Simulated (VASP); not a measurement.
Level of theory: revTPSS meta-GGA, VASP's PBE PAW potentials (set 64) (plane waves; VASP).

VASP ran on this input.

File POSCAR:
```
K
1.0
 -2.6400000000   2.6400000000   2.6400000000
  2.6400000000  -2.6400000000   2.6400000000
  2.6400000000   2.6400000000  -2.6400000000
K
1
direct
  0.0000000000   0.0000000000   0.0000000000
```

File KPOINTS:
```
Automatic
0
gamma
 9 9 9
0 0 0
```

### INCAR
```
SYSTEM=K
PREC=Accurate; ENCUT=520; LREAL=.FALSE.
LASPH=.TRUE.
EDIFF=1E-6; NELM=100; ALGO=Normal
LMIXTAU=.TRUE.
ISMEAR=1; SIGMA=0.1
METAGGA=RTPSS
IBRION=2; NSW=60; ISIF=3
EDIFFG=-0.01
LWAVE=.FALSE.; LCHARG=.FALSE.
```

POTCAR, in this order: K_sv (PBE.64 set). Program: vasp_std.

What will the output report for the number of irreducible k-points (NKPTS), largest plane-wave count, number of space-group operations, FFT grid (NGX, NGY, NGZ)?

| Quantity | Result |
|---|---|
| number of irreducible k-points (NKPTS) | 35 |
| largest plane-wave count | 2006 |
| number of space-group operations | 48 |
| FFT grid (NGX, NGY, NGZ) | 36 × 36 × 36 |

The compound is K in the bcc structure. This run relaxes it. Symmetry was kept, so distortions that lower it aren't found.
